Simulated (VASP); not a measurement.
VASP input:

### POSCAR
```
CsPbCl3
11.5402680
  0.4999999813   0.0000000000   0.0000000000
  0.0000000000   0.4999999813   0.0000000000
  0.0000000000   0.0000000000   0.4999999813
Cs Pb Cl
1 1 3
Cartesian
  0.0000000000   0.0000000000   0.0000000000
  0.2499999906   0.2499999906   0.2499999906
  0.2499999906   0.0000000000   0.2499999906
  0.0000000000   0.2499999906   0.2499999906
  0.2499999906   0.2499999906   0.0000000000
```

**KPOINTS**
```
K-points
0
gamma
  4 4 4
0 0 0
```

INCAR:
```
LCHARG = F
GGA = RE   ! revPBE
LWAVE = F
PREC = Accurate
NELM = 100   ! most electronic steps
LMAXMIX = 4
ALGO = Normal   ! blocked Davidson
LASPH = T   ! aspherical one-centre terms
ISIF = 2
SYSTEM = CsPbCl3
SIGMA = 0.05   ! width (eV)
EDIFF = 1E-7   ! SCF stop (eV)
ISMEAR = 0   ! Gaussian
LREAL = F   ! projection in real space or not
ENCUT = 520   ! plane-wave cut-off (eV)
```

POTCAR, in this order: Cs_sv Pb_d Cl (PBE.64 set). Program: vasp_std.

Problem. Write an equivalent input for Quantum ESPRESSO's pw.x.

Solution. One equivalent input (not run):
```
&CONTROL
  calculation = 'scf'
  pseudo_dir = './pseudo'
  outdir = './out'
  tprnfor = .true.
  tstress = .true.
/
&SYSTEM
  ibrav = 0
  nat = 5
  ntyp = 3
  ecutwfc = 62.5
  occupations = 'smearing'
  smearing = 'gaussian'
  degauss = 0.003675
  input_dft = 'revpbe'
/
&ELECTRONS
  conv_thr = 7.3e-09
  electron_maxstep = 100
/
ATOMIC_SPECIES
  Cs 132.905 Cs.upf
  Pb 207.200 Pb.upf
  Cl 35.450 Cl.upf
CELL_PARAMETERS angstrom
     5.7701338    0.0000000    0.0000000
     0.0000000    5.7701338    0.0000000
     0.0000000    0.0000000    5.7701338
ATOMIC_POSITIONS crystal
  Cs   0.0000000  0.0000000  0.0000000
  Pb   0.5000000  0.5000000  0.5000000
  Cl   0.5000000  0.0000000  0.5000000
  Cl   0.0000000  0.5000000  0.5000000
  Cl   0.5000000  0.5000000  0.0000000
K_POINTS automatic
  4 4 4 0 0 0
```
The two are equivalent in intent, not identical: the potentials are each code's own (VASP's PAW set, PseudoDojo norm-conserving files in pw.x), so ENCUT and ecutwfc are chosen apart and not converted; conv_thr bounds pw.x's estimated SCF error, while EDIFF bounds the energy change between steps.

The compound is CsPbCl3 in the cubic perovskite structure, the ideal cubic form; the compound distorts at low or room temperature. This cell is one point of a volume scan, at 0.97 of the reference volume.
